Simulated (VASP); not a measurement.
# LiPb (Pm-3m) in VASP: further runs, part 2 of 2

VASP 6.6.1.

## Step 3: Relaxation of cell and atoms, LDA

This run uses another cell than the first one, of 21.84 Å³/atom, 1.051 times its volume.

Input file INCAR:

```
PREC = Accurate
ENCUT = 600
EDIFF = 1E-6
ISMEAR = 0
SIGMA = 0.1
LREAL = F
LASPH = T
NELM = 60
ALGO = Normal
ISIF = 3
LWAVE = F
LCHARG = F
GGA = CA
IBRION = 2
NSW = 100
EDIFFG = -0.005
```

Input file KPOINTS:

```
Automatic mesh
0
Gamma
  12 12 12
```

Input file POSCAR:

```
LiPb
1.0
    3.5220000000      0.0000000000      0.0000000000
    0.0000000000      3.5220000000      0.0000000000
    0.0000000000      0.0000000000      3.5220000000
Li Pb
1 1
Direct
    0.5000000000      0.5000000000      0.5000000000
    0.0000000000      0.0000000000      0.0000000000
```

Potentials or basis: VASP PAW LDA potentials, release 64 (Li_sv, Pb_d).

The run is started by

```
$ cat potpaw_LDA.64/Li_sv/POTCAR potpaw_LDA.64/Pb_d/POTCAR > POTCAR
$ mpirun -np 1 vasp_std > vasp.out
```

OUTCAR:

```text
PREC = Accurate
   ENCUT = 600
   EDIFF = 1E-6
   ISMEAR = 0
   LREAL = F
   LASPH = T
   NELM = 60
   ISIF = 3
   GGA = CA
   IBRION = 2
   NSW = 100
   EDIFFG = -0.005

 ion  position               nearest neighbor table
   1  0.500  0.500  0.500-   2 3.05   2 3.05   2 3.05   2 3.05   2 3.05   2 3.05   2 3.05   2 3.05

   2  0.000  0.000  0.000-   1 3.05   1 3.05   1 3.05   1 3.05   1 3.05   1 3.05   1 3.05   1 3.05

  LATTYP: Found a simple cubic cell.
 ALAT       =     3.5220000000

  Lattice vectors:

 A1 = (   3.5220000000,   0.0000000000,   0.0000000000)
 A2 = (   0.0000000000,   3.5220000000,   0.0000000000)
 A3 = (   0.0000000000,   0.0000000000,   3.5220000000)

Analysis of symmetry for initial positions (statically):
=====================================================================
 Subroutine PRICEL returns:
 Original cell was already a primitive cell.

 Routine SETGRP: Setting up the symmetry group for a
 simple cubic supercell.

 Subroutine GETGRP returns: Found 48 space group operations
 (whereof 48 operations were pure point group operations)
 out of a pool of 48 trial point group operations.

The static configuration has the point symmetry O_h .

Analysis of symmetry for dynamics (positions and initial velocities):
=====================================================================
 Subroutine PRICEL returns:
 Original cell was already a primitive cell.

 Routine SETGRP: Setting up the symmetry group for a
 simple cubic supercell.

 Subroutine GETGRP returns: Found 48 space group operations
 (whereof 48 operations were pure point group operations)
 out of a pool of 48 trial point group operations.

The dynamic configuration has the point symmetry O_h .

 Subroutine INISYM returns: Found 48 space group operations
 (whereof 48 operations are pure point group operations),
 and found     1 'primitive' translations

----------------------------------------------------------------------------------------

                                     Primitive cell

  volume of cell :      43.6886

  direct lattice vectors                    reciprocal lattice vectors
     3.522000000  0.000000000  0.000000000     0.283929585  0.000000000  0.000000000
     0.000000000  3.522000000  0.000000000     0.000000000  0.283929585  0.000000000
     0.000000000  0.000000000  3.522000000     0.000000000  0.000000000  0.283929585

  length of vectors
     3.522000000  3.522000000  3.522000000     0.283929585  0.283929585  0.283929585

  position of ions in fractional coordinates (direct lattice)
     0.500000000  0.500000000  0.500000000
     0.000000000  0.000000000  0.000000000

  ion indices of the primitive-cell ions
   primitive index   ion index
                 1           1
                 2           2

----------------------------------------------------------------------------------------

 KPOINTS: Automatic mesh

Automatic generation of k-mesh.
 Grid dimensions read from file:
 generate k-points for:   12   12   12

 Generating k-lattice:

  Cartesian coordinates                     Fractional coordinates (reciprocal lattice)
     0.023660799  0.000000000  0.000000000     0.083333333  0.000000000  0.000000000
     0.000000000  0.023660799  0.000000000     0.000000000  0.083333333  0.000000000
[... 55 lines left out ...]
   LASPH  =      T    aspherical Exc in radial PAW
   ENCUT  =  600.0 eV  44.10 Ry    6.64 a.u.   7.03  7.03  7.03*2*pi/ulx,y,z
   NELM   =     60;   NELMIN=  2; NELMDL= -5     # of ELM steps
   EDIFF  = 0.1E-05   stopping-criterion for ELM
   LREAL  =      F    real-space projection
   EDIFFG = -.5E-02   stopping-criterion for IOM
   NSW    =    100    number of steps for IOM
   IBRION =      2    ionic relax: 0-MD 1-quasi-New 2-CG
   NFREE  =      1    steps in history (QN), initial steepest desc. (CG)
   ISIF   =      3    stress and relaxation
   ISYM   =      2    0-nonsym 1-usesym 2-fastsym
   POTIM  = 0.5000    time-step for ionic-motion
   TEBEG  =    0.0;   TEEND  =   0.0 temperature during run
   PSTRESS=    0.0 pullay stress
   NELECT =      17.0000    total number of electrons
   NUPDOWN=      -1.0000    fix difference up-down
   EMIN   =  10.00;   EMAX   =-10.00  energy-range for DOS
   EFERMI =   0.00;   METHOD = LEGACY
   ISMEAR =     0;   SIGMA  =   0.10  broadening in eV -4-tet -1-fermi 0-gaus
   EFERMI_NEDOS =   21; number of points for ismear=-14 and -15
   IALGO  =     38    algorithm
   IMIX   =      4    mixing-type and parameters
     AMIX     =   0.40;   BMIX     =  1.00
     AMIX_MAG =   1.60;   BMIX_MAG =  1.00
  volume/ion in A,a.u.               =      21.84       147.41
  Fermi-wavevector in a.u.,A,eV,Ry     =   1.195185  2.258572 19.435475  1.428467
  Thomas-Fermi vector in A             =   2.331157
   LORBIT       =      0    0 simple, 1 ext, 2 COOP (PROOUT), +10 PAW based schemes
   GGA     = CA    functional components
   LHFCALC =     F    Hartree Fock is set to
   AEXX    =    0.0000 exact exchange contribution
   IVDW    =     0    specifies the selected vdW correction
   LEPSILON=     F    determine dielectric tensor
   LRPA    =     F    only Hartree local field effects (RPA)
 conjugate gradient relaxation of ions
 non-spin polarized calculation
 Gauss-broadening in eV      SIGMA  =   0.10
  energy-cutoff  :      600.00
  volume of cell :       43.69
 maximum number of plane-waves:      1478
   NGX = 15   NGY = 15   NGZ = 15

--------------------------------------- Ionic step        1  -------------------------------------------

 number of electron      17.0000015 magnetization

 Free energy of the ion-electron system (eV)
  ---------------------------------------------------
  ext. energy  EPLUGINS =         0.00000000
  ---------------------------------------------------
  free energy    TOTEN  =        -6.94043098 eV

  energy without entropy =       -6.93652103  energy(sigma->0) =       -6.93847601

------------------------ aborting loop because EDIFF is reached ----------------------------------------

  FORCE on cell =-STRESS in cart. coord.  units (eV):
  Direction    XX          YY          ZZ          XY          YZ          ZX
  --------------------------------------------------------------------------------------
  -------------------------------------------------------------------------------------
  Total       -0.4696838     -0.4696838     -0.4696838      0.0000000      0.0000000      0.0000000
  in kB      -17.2245596    -17.2245596    -17.2245596      0.0000000      0.0000000      0.0000000
  external PRESSURE =     -17.2245596 kB  Pullay stress =       0.0000000 kB
[... 275 lines left out ...]
--------------------------------------- Ionic step        9  -------------------------------------------

 number of electron      17.0000004 magnetization

 Free energy of the ion-electron system (eV)
  ---------------------------------------------------
  ext. energy  EPLUGINS =         0.00000000
  ---------------------------------------------------
  free energy    TOTEN  =        -6.95265740 eV

  energy without entropy =       -6.94903836  energy(sigma->0) =       -6.95084788

 E-fermi :   5.9878     XC(G=0):  -9.9609

 val. band max:        5.9406554496   @ k =   0.1667   0.0000   0.0000
 cond. band min:       5.9916595449   @ k =   0.5000   0.2500   0.0000
 fundamental gap:      0.0510040953
 Fermi energy:         5.9877741182

 k-point     1 :       0.0000    0.0000    0.0000
  band No.  band energies     occupation
      1     -39.7445      2.00000
      2     -10.9721      2.00000
      3     -10.9721      2.00000
      4     -10.6706      2.00000
      5     -10.6706      2.00000
      6     -10.6706      2.00000
      7      -4.8920      2.00000
      8       8.2437      0.00000
      9       8.2437      0.00000
     10       8.2437      0.00000
     11      12.0206      0.00000
     12      12.6578      0.00000
[... 331 lines left out ...]
 k-point    24 :       0.4167    0.3333    0.0000
  band No.  band energies     occupation
      1     -39.7417      2.00000
      2     -10.8548      2.00000
      3     -10.8498      2.00000
      4     -10.7495      2.00000
      5     -10.7307      2.00000
      6     -10.6018      2.00000
      7      -2.2766      2.00000
      8       2.9902      2.00000
      9       4.3851      2.00000
     10       9.4378      0.00000
     11      11.8049      0.00000
     12      14.3732      0.00000

 [... further k-points ...]

------------------------ aborting loop because EDIFF is reached ----------------------------------------

  FORCE on cell =-STRESS in cart. coord.  units (eV):
  Direction    XX          YY          ZZ          XY          YZ          ZX
  --------------------------------------------------------------------------------------
  -------------------------------------------------------------------------------------
  Total       -0.0068497     -0.0068497     -0.0068497     -0.0000000      0.0000000     -0.0000000
  in kB       -0.2636644     -0.2636644     -0.2636644     -0.0000000      0.0000000     -0.0000000
  external PRESSURE =      -0.2636644 kB  Pullay stress =       0.0000000 kB
[... 17 lines left out ...]
  FREE ENERGIE OF THE ION-ELECTRON SYSTEM (eV)
  ---------------------------------------------------
  free  energy   TOTEN  =        -6.9526574035 eV

  energy  without entropy=       -6.9490383600  energy(sigma->0) =       -6.95084788

 reached required accuracy - stopping structural energy minimisation
```

CONTCAR:

```text
LiPb
   1.00000000000000
     3.4655854975699789   -0.0000000000000000    0.0000000000000000
    -0.0000000000000000    3.4655854975699789   -0.0000000000000000
    -0.0000000000000000   -0.0000000000000000    3.4655854975699789
  Li              Pb
     1     1
Direct
     0.5000000000000000    0.5000000000000000    0.5000000000000000
     0.0000000000000000    1.0000000000000000    0.0000000000000000

  0.00000000E+00  0.00000000E+00  0.00000000E+00
  0.00000000E+00  0.00000000E+00  0.00000000E+00
```

It took 2.4 min on 1 thread of Intel Xeon Platinum 8488C (Sapphire Rapids), shared host; peak memory 0.19 GiB.

What came out:

* Free energy: -6.9527 eV
* Relaxed volume: 20.81 Å³/atom
* Relaxed cell: a = 3.466 Å, b = 3.466 Å, c = 3.466 Å, α = 90.00°, β = 90.00°, γ = 90.00°
* Space group after relaxing (to 0.05 Å): Pm-3m (No. 221)
* Energy gained by relaxing: 6.1 meV/atom
* Ionic steps: 9
* Pressure after relaxing: 0.0 GPa
* Band gap on the k mesh: none (metal or under the smearing width)

The path:
| step | energy change (eV) | largest force (eV/Å) | pressure (GPa) | volume (Å³) |
| --- | --- | --- | --- | --- |
| 1 | 0.0000 | 0.0000 | -1.72 | 43.69 |
| 2 | -0.0111 | 0.0000 | -0.59 | 42.22 |
| 3 | -0.0122 | 0.0000 | -0.07 | 41.68 |
| 4 | -0.0122 | 0.0000 | -0.08 | 41.61 |
| 5 | -0.0122 | 0.0000 | 0.13 | 41.46 |
| 6 | -0.0122 | 0.0000 | 0.04 | 41.55 |
| 7 | -0.0122 | 0.0000 | 0.04 | 41.59 |
| 8 | -0.0122 | 0.0000 | -0.10 | 41.70 |
| 9 | -0.0122 | 0.0000 | -0.03 | 41.62 |

Final structure:
```yaml
crystal:
  lattice:
    - [3.46559, 0.00000, 0.00000]
    - [0.00000, 3.46559, 0.00000]
    - [0.00000, 0.00000, 3.46559]
  atoms:
    - { symbol: Li, position: [0.50000, 0.50000, 0.50000] }
    - { symbol: Pb, position: [0.00000, 0.00000, 0.00000] }
```

Levels at points of the mesh, in eV from the Fermi level:
| k point | band 6 | band 7 | band 8 | band 9 | band 10 | band 11 | band 12 |
| --- | --- | --- | --- | --- | --- | --- | --- |
| (0.00, 0.00, 0.00) | -16.66 | -10.88 | 2.26 | 2.26 | 2.26 | 6.03 | 6.67 |
| (0.50, 0.00, 0.00) | -16.65 | -9.23 | -4.23 | 4.78 | 4.78 | 6.29 | 7.41 |
| (0.50, 0.50, 0.00) | -16.51 | -7.36 | -3.02 | -3.02 | 2.38 | 6.81 | 8.42 |
| (0.50, 0.50, 0.50) | -16.51 | -5.62 | -0.71 | -0.71 | -0.71 | 2.49 | 2.49 |

Caveat: the cutoff is under 1.25 times the usual one of these potentials, so pressure, stress and relaxed cells hold a basis-set (Pulay) error.
